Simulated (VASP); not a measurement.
Calculation: rev-vdW-DF2, VASP's PBE PAW potentials (set 64) (plane waves; VASP).

VASP ran on this input.

KPOINTS:
```
k-points along high-symmetry lines
10
Line-mode
Reciprocal
  0.000000   0.000000   0.000000 ! GAMMA
 -0.000000   0.500000   0.000000 ! M

 -0.000000   0.500000   0.000000 ! M
 -0.333333   0.666667   0.000000 ! K

 -0.333333   0.666667   0.000000 ! K
  0.000000   0.000000   0.000000 ! GAMMA

  0.000000   0.000000   0.000000 ! GAMMA
  0.000000   0.000000   0.500000 ! A

  0.000000   0.000000   0.500000 ! A
 -0.000000   0.500000   0.500000 ! L

 -0.000000   0.500000   0.500000 ! L
 -0.333333   0.666667   0.500000 ! H

 -0.333333   0.666667   0.500000 ! H
  0.000000   0.000000   0.500000 ! A

 -0.000000   0.500000   0.500000 ! L
 -0.000000   0.500000   0.000000 ! M

 -0.333333   0.666667   0.500000 ! H
 -0.333333   0.666667   0.000000 ! K
```

### INCAR
```
AGGAC = 0.0
ALGO = Normal
EDIFF = 1E-7
ENCUT = 520
GGA = MK
ICHARG = 11
ISMEAR = 0
LASPH = T
LCHARG = F
LMAXMIX = 6
LORBIT = 11
LREAL = F
LUSE_VDW = T
LWAVE = F
NELM = 100
PARAM1 = 0.1234568
PARAM2 = 0.7114
PREC = Accurate
SIGMA = 0.05
SYSTEM = La
ZAB_VDW = -1.8867
```

File POSCAR:
```
La
3.7124580
  0.4999999196  -0.8660253229   0.0000000000
  0.4999999196   0.8660253229   0.0000000000
  0.0000000000   0.0000000000   3.1996420542
La
4
Cartesian
  0.0000000000   0.0000000000   1.5998210271
  0.0000000000   0.0000000000   0.0000000000
  0.4999999196   0.2886756850   0.7999105136
  0.4999999196  -0.2886756850   2.3997315407
```

POTCAR, in this order: La (PBE.64 set). Program: vasp_std. Read from the step before: CHGCAR.

The resulting files:

**OSZICAR**
```
       N       E                     dE             d eps       ncg     rms          rms(c)
DAV:   1     0.577470821577E+03    0.57747E+03   -0.15095E+04  4704   0.235E+03
DAV:   2     0.127718186499E+03   -0.44975E+03   -0.44445E+03  7176   0.447E+02
DAV:   3     0.536427826926E+01   -0.12235E+03   -0.12136E+03  8560   0.280E+02
DAV:   4    -0.101457853622E+02   -0.15510E+02   -0.15122E+02  8638   0.100E+02
DAV:   5    -0.121069937219E+02   -0.19612E+01   -0.18962E+01  9248   0.331E+01
DAV:   6    -0.123672507431E+02   -0.26026E+00   -0.24464E+00  8984   0.108E+01
DAV:   7    -0.124071738440E+02   -0.39923E-01   -0.37227E-01  9080   0.353E+00
DAV:   8    -0.124147061725E+02   -0.75323E-02   -0.71565E-02  8968   0.120E+00
DAV:   9    -0.124161029654E+02   -0.13968E-02   -0.13655E-02  8976   0.401E-01
DAV:  10    -0.124163657468E+02   -0.26278E-03   -0.26061E-03  9040   0.146E-01
DAV:  11    -0.124164169610E+02   -0.51214E-04   -0.51018E-04  7480   0.527E-02
DAV:  12    -0.124164271494E+02   -0.10188E-04   -0.10166E-04  7040   0.224E-02
DAV:  13    -0.124164291986E+02   -0.20493E-05   -0.20460E-05  6288   0.932E-03
DAV:  14    -0.124164296089E+02   -0.41029E-06   -0.41110E-06  4928   0.482E-03
DAV:  15    -0.124164296923E+02   -0.83363E-07   -0.82989E-07  4800   0.309E-03
   1 F= -.12416430E+02 E0= -.12413489E+02  d E =-.588149E-02
```

File OUTCAR:
```
 val. band max:        8.3962592331   @ k =   0.0000   0.1111   0.0000

 cond. band min:       8.4100993284   @ k =  -0.3333   0.6667   0.3333



 k-point     1 :       0.0000    0.0000    0.0000
  band No.  band energies     occupation
      1     -24.5778      2.00000
      2     -24.4583      2.00000
      3     -24.4494      2.00000
      4     -24.3248      2.00000
      5      -9.0565      2.00000
      6      -8.2962      2.00000
      7      -8.2935      2.00000
      8      -7.6829      2.00000
      9      -7.6829      2.00000
     10      -7.5805      2.00000
     11      -7.5805      2.00000
     12      -7.5656      2.00000
     13      -7.5656      2.00000
     14      -7.4597      2.00000
     15      -7.4597      2.00000
     16      -7.4192      2.00000
     17       5.1145      2.00000
     18       6.4560      2.00000
     19       6.4567      2.00000
     20       6.4660      2.00000
     21       8.7974      0.00000
     22       8.9476      0.00000
     23       9.5420      0.00000
     24       9.5446      0.00000
     25       9.5622      0.00000
     26       9.6575      0.00000

 k-point     2 :       0.0000    0.0556    0.0000
  band No.  band energies     occupation
      1     -24.5720      2.00000
      2     -24.4540      2.00000
      3     -24.4451      2.00000
      4     -24.3222      2.00000
      5      -9.0419      2.00000
      6      -8.3009      2.00000
      7      -8.2985      2.00000
      8      -7.7209      2.00000
      9      -7.6952      2.00000
     10      -7.6071      2.00000
     11      -7.5928      2.00000
     12      -7.5890      2.00000
     13      -7.5740      2.00000
     14      -7.4989      2.00000
     15      -7.4641      2.00000
     16      -7.4257      2.00000
     17       5.2026      2.00000
     18       6.5375      2.00000
     19       6.5399      2.00000
     20       6.5486      2.00000
     21       8.6719      0.00000
     22       8.8733      0.00000
     23       9.2210      0.00000
...
```

The density is held fixed in this step, so its total energy and stress have no physical meaning.

The compound is La in the dhcp structure. It was relaxed first, which changed the volume by -5 %.
